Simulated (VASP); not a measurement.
These are revTPSS meta-GGA, VASP's PBE PAW potentials (set 64) (plane waves; VASP) values and carry that method's errors.

A VASP calculation is set up with these files.

### POSCAR
```
PtS2
1
    1.8048350079    -3.1260660047     0.0000000000
    1.8048350079     3.1260660047     0.0000000000
    0.0000000000     0.0000000000     5.8574649808
Pt S
1 2
Direct
  0.0000000000   0.0000000000   0.0000000000
  0.3333330000   0.6666670000   0.2149913743
  0.6666670000   0.3333330000   0.7850086257
```

**INCAR**
```
SYSTEM = PtS2
PREC = Accurate; ENCUT = 520; LREAL = .FALSE.
LASPH = .TRUE.
EDIFF = 1E-7; NELM = 100; ALGO = Normal
LMAXMIX = 6; LMIXTAU = .TRUE.
ISMEAR = 0; SIGMA = 0.05
METAGGA = RTPSS
IBRION = 2; NSW = 30; ISIF = 4
EDIFFG = -0.01
LWAVE = .FALSE.; LCHARG = .FALSE.
```

### KPOINTS
```
Regular mesh
0
gamma
  7 7 4
0 0 0
```

POTCAR, in this order: Pt S (PBE.64 set). Program: vasp_std.

Output of the run:

OSZICAR:
```
...
DAV:  14     0.234137848446E+02   -0.18416E-03   -0.10314E-04   868   0.129E-01    0.213E-02
DAV:  15     0.234137934740E+02    0.86294E-05   -0.36551E-05  1043   0.519E-02    0.103E-02
DAV:  16     0.234137814115E+02   -0.12063E-04   -0.34897E-06  1085   0.197E-02    0.759E-03
DAV:  17     0.234137693222E+02   -0.12089E-04   -0.48009E-06   938   0.276E-02    0.429E-03
DAV:  18     0.234137688211E+02   -0.50107E-06   -0.33459E-07  1148   0.645E-03    0.135E-03
DAV:  19     0.234137687743E+02   -0.46815E-07   -0.20314E-07   795   0.450E-03
   1 F= 0.23413769E+02 E0= 0.23413769E+02  d E =0.234138E+02
       N       E                     dE             d eps       ncg     rms          rms(c)
DAV:   1     0.233851305849E+02   -0.28638E-01   -0.47685E+00   840   0.138E+01    0.203E+00
DAV:   2     0.233609085956E+02   -0.24222E-01   -0.21867E-01  1043   0.367E+00    0.740E-01
DAV:   3     0.233614041947E+02    0.49560E-03   -0.79593E-03  1242   0.758E-01    0.399E-01
DAV:   4     0.233629024962E+02    0.14983E-02   -0.79859E-03  1057   0.589E-01    0.138E-01
DAV:   5     0.233624461104E+02   -0.45639E-03   -0.13823E-03   973   0.293E-01    0.602E-02
DAV:   6     0.233625194230E+02    0.73313E-04   -0.43018E-04   917   0.179E-01    0.373E-02
DAV:   7     0.233623793213E+02   -0.14010E-03   -0.19586E-04   959   0.143E-01    0.143E-02
DAV:   8     0.233623123569E+02   -0.66964E-04   -0.26695E-05  1036   0.515E-02    0.417E-03
DAV:   9     0.233623093776E+02   -0.29793E-05   -0.56298E-06  1071   0.193E-02    0.425E-03
DAV:  10     0.233623084026E+02   -0.97495E-06   -0.16425E-06  1085   0.109E-02    0.344E-03
DAV:  11     0.233623080916E+02   -0.31098E-06   -0.53969E-07  1057   0.691E-03    0.648E-04
DAV:  12     0.233623078412E+02   -0.25047E-06   -0.19854E-07   933   0.386E-03    0.315E-04
DAV:  13     0.233623078192E+02   -0.22026E-07   -0.20579E-08   784   0.126E-03
   2 F= 0.23362308E+02 E0= 0.23362308E+02  d E =-.514610E-01
       N       E                     dE             d eps       ncg     rms          rms(c)
DAV:   1     0.233655903793E+02    0.32825E-02   -0.55483E+00   840   0.149E+01    0.228E+00
DAV:   2     0.233382701620E+02   -0.27320E-01   -0.25494E-01  1050   0.397E+00    0.832E-01
DAV:   3     0.233390081959E+02    0.73803E-03   -0.95957E-03  1249   0.819E-01    0.447E-01
DAV:   4     0.233407570779E+02    0.17489E-02   -0.92586E-03  1085   0.632E-01    0.147E-01
DAV:   5     0.233402494764E+02   -0.50760E-03   -0.15583E-03   966   0.311E-01    0.651E-02
DAV:   6     0.233403218186E+02    0.72342E-04   -0.48854E-04   910   0.192E-01    0.407E-02
DAV:   7     0.233401981787E+02   -0.12364E-03   -0.25187E-04   980   0.164E-01    0.165E-02
DAV:   8     0.233400802475E+02   -0.11793E-03   -0.49213E-05  1036   0.701E-02    0.504E-03
DAV:   9     0.233400770484E+02   -0.31991E-05   -0.61400E-06  1127   0.207E-02    0.561E-03
DAV:  10     0.233400756340E+02   -0.14144E-05   -0.19367E-06  1057   0.114E-02    0.431E-03
DAV:  11     0.233400750088E+02   -0.62511E-06   -0.72700E-07  1036   0.807E-03    0.924E-04
DAV:  12     0.233400747909E+02   -0.21792E-06   -0.21727E-07   948   0.411E-03    0.656E-04
DAV:  13     0.233400747478E+02   -0.43132E-07   -0.28047E-08   834   0.149E-03
   3 F= 0.23340075E+02 E0= 0.23340075E+02  d E =-.736940E-01
       N       E                     dE             d eps       ncg     rms          rms(c)
DAV:   1     0.233401303854E+02    0.55594E-04   -0.58486E-02   840   0.152E+00    0.213E-01
DAV:   2     0.233398835144E+02   -0.24687E-03   -0.27155E-03  1064   0.409E-01    0.822E-02
DAV:   3     0.233398880881E+02    0.45737E-05   -0.11242E-04  1199   0.879E-02    0.456E-02
DAV:   4     0.233399019895E+02    0.13901E-04   -0.81371E-05  1085   0.602E-02    0.134E-02
DAV:   5     0.233398975719E+02   -0.44176E-05   -0.13811E-05   938   0.296E-02    0.719E-03
DAV:   6     0.233398980447E+02    0.47280E-06   -0.43624E-06   973   0.182E-02    0.423E-03
DAV:   7     0.233398969618E+02   -0.10830E-05   -0.21026E-06   980   0.151E-02    0.131E-03
DAV:   8     0.233398960925E+02   -0.86926E-06   -0.51818E-07   980   0.711E-03    0.713E-04
DAV:   9     0.233398960670E+02   -0.25464E-07   -0.55179E-08   876   0.222E-03
   4 F= 0.23339896E+02 E0= 0.23339896E+02  d E =-.738727E-01
       N       E                     dE             d eps       ncg     rms          rms(c)
DAV:   1     0.233161059256E+02   -0.23790E-01   -0.88754E-01   840   0.684E+00    0.937E-01
DAV:   2     0.233330994684E+02    0.16994E-01   -0.47514E-02  1015   0.194E+00    0.429E-01
DAV:   3     0.233341190493E+02    0.10196E-02   -0.74816E-03  1085   0.756E-01    0.210E-01
DAV:   4     0.233348810649E+02    0.76202E-03   -0.26649E-03  1078   0.384E-01    0.952E-02
DAV:   5     0.233347271234E+02   -0.15394E-03   -0.32870E-04   973   0.174E-01    0.399E-02
DAV:   6     0.233347279171E+02    0.79371E-06   -0.16853E-04   952   0.120E-01    0.220E-02
DAV:   7     0.233346852242E+02   -0.42693E-04   -0.51285E-05  1057   0.793E-02    0.993E-03
DAV:   8     0.233346577155E+02   -0.27509E-04   -0.10841E-05  1064   0.331E-02    0.501E-03
DAV:   9     0.233346561244E+02   -0.15911E-05   -0.35176E-06  1085   0.175E-02    0.259E-03
DAV:  10     0.233346545482E+02   -0.15763E-05   -0.86984E-07  1099   0.862E-03    0.138E-03
DAV:  11     0.233346545254E+02   -0.22806E-07   -0.47048E-07  1029   0.591E-03
   5 F= 0.23334655E+02 E0= 0.23334655E+02  d E =-.524154E-02
       N       E                     dE             d eps       ncg     rms          rms(c)
DAV:   1     0.233225535598E+02   -0.12101E-01   -0.52274E-01   847   0.525E+00    0.715E-01
DAV:   2     0.233325270807E+02    0.99735E-02   -0.27885E-02  1008   0.150E+00    0.328E-01
DAV:   3     0.233331219370E+02    0.59486E-03   -0.44155E-03  1078   0.580E-01    0.161E-01
DAV:   4     0.233335709722E+02    0.44904E-03   -0.15497E-03  1071   0.293E-01    0.728E-02
DAV:   5     0.233334824151E+02   -0.88557E-04   -0.19220E-04   966   0.132E-01    0.303E-02
DAV:   6     0.233334832476E+02    0.83245E-06   -0.10145E-04   966   0.934E-02    0.170E-02
DAV:   7     0.233334569030E+02   -0.26345E-04   -0.30877E-05  1099   0.617E-02    0.759E-03
DAV:   8     0.233334405851E+02   -0.16318E-04   -0.63927E-06  1050   0.252E-02    0.400E-03
DAV:   9     0.233334397511E+02   -0.83396E-06   -0.20180E-06  1071   0.134E-02    0.203E-03
DAV:  10     0.233334387150E+02   -0.10361E-05   -0.56269E-07  1106   0.688E-03    0.110E-03
DAV:  11     0.233334387217E+02    0.66959E-08   -0.28416E-07   997   0.457E-03
   6 F= 0.23333439E+02 E0= 0.23333439E+02  d E =-.645735E-02
       N       E                     dE             d eps       ncg     rms          rms(c)
DAV:   1     0.233334175771E+02   -0.21138E-04   -0.10929E-03   840   0.240E-01    0.319E-02
DAV:   2     0.233334381650E+02    0.20588E-04   -0.56650E-05  1015   0.676E-02    0.147E-02
DAV:   3     0.233334396561E+02    0.14912E-05   -0.92878E-06  1099   0.264E-02    0.726E-03
DAV:   4     0.233334406549E+02    0.99879E-06   -0.31339E-06  1092   0.133E-02    0.325E-03
DAV:   5     0.233334403740E+02   -0.28097E-06   -0.38877E-07   987   0.600E-03    0.139E-03
DAV:   6     0.233334403310E+02   -0.42986E-07   -0.18957E-07   750   0.410E-03
   7 F= 0.23333440E+02 E0= 0.23333440E+02  d E =-.645574E-02
       N       E                     dE             d eps       ncg     rms          rms(c)
DAV:   1     0.233334387799E+02   -0.15940E-05   -0.30673E-03   840   0.345E-01    0.478E-02
DAV:   2     0.233334258573E+02   -0.12923E-04   -0.14354E-04  1057   0.925E-02    0.187E-02
DAV:   3     0.233334262781E+02    0.42077E-06   -0.53004E-06  1166   0.191E-02    0.106E-02
DAV:   4     0.233334272133E+02    0.93526E-06   -0.38174E-06  1078   0.133E-02    0.289E-03
DAV:   5     0.233334270139E+02   -0.19946E-06   -0.68835E-07   945   0.676E-03    0.164E-03
DAV:   6     0.233334269194E+02   -0.94467E-07   -0.13515E-07   715   0.343E-03
   8 F= 0.23333427E+02 E0= 0.23333427E+02  d E =-.134116E-04
```

OUTCAR:
```
------------------------ aborting loop because EDIFF is reached ----------------------------------------
  FORCE on cell =-STRESS in cart. coord.  units (eV):
  Direction    XX          YY          ZZ          XY          YZ          ZX
  --------------------------------------------------------------------------------------
  Total        0.0494921      0.0494921      0.0589889      0.0000000      0.0000000      0.0000000
  in kB        1.1996954      1.1996954      1.4298993      0.0000000      0.0000000      0.0000000
  external PRESSURE =       1.2764300 kB  Pullay stress =       0.0000000 kB
  volume of cell :       66.10
      direct lattice vectors                 reciprocal lattice vectors
     1.767732287 -3.061802188  0.000000000     0.282848259 -0.163302516 -0.000000000
     1.767732287  3.061802188 -0.000000000     0.282848259  0.163302516 -0.000000000
     0.000000000  0.000000000  6.105928682     0.000000000  0.000000000  0.163775251
 POSITION                                       TOTAL-FORCE (eV/Angst)
 -----------------------------------------------------------------------------------
      3.53546      0.00000      6.10593         0.000000      0.000000      0.000000
      1.76773      1.02060      1.23647        -0.000000      0.000000      0.003350
      1.76773     -1.02060      4.86946        -0.000000     -0.000000     -0.003350
 -----------------------------------------------------------------------------------
    total drift:                               -0.000000      0.000000      0.000000
  FREE ENERGIE OF THE ION-ELECTRON SYSTEM (eV)
  ---------------------------------------------------
  free  energy   TOTEN  =        23.3334269194 eV

  energy  without entropy=       23.3334269194  energy(sigma->0) =       23.33342692

 reached required accuracy - stopping structural energy minimisation
```
(Selected blocks of OUTCAR.)

**CONTCAR**
```
PtS2
   1.00000000000000
     1.7677322868965817   -3.0618021883754158    0.0000000000000000
     1.7677322868965817    3.0618021883754158   -0.0000000000000000
     0.0000000000000000    0.0000000000000000    6.1059286820241043
  Pt              S
     1     2
Direct
     1.0000000000000000    1.0000000000000000    1.0000000000000000
     0.3333330000000032    0.6666669999999968    0.2025024808927821
     0.6666669999999968    0.3333330000000032    0.7974975191072180
```

Without a dispersion term in the relaxation, distances and binding between the weakly bound layers, chains or molecules are unreliable, and so is what depends on them.

The compound is PtS2 in the 1T layered structure. This cell is one point of a volume scan, at 1.06 of the reference volume. Symmetry was kept, so distortions that lower it aren't found.
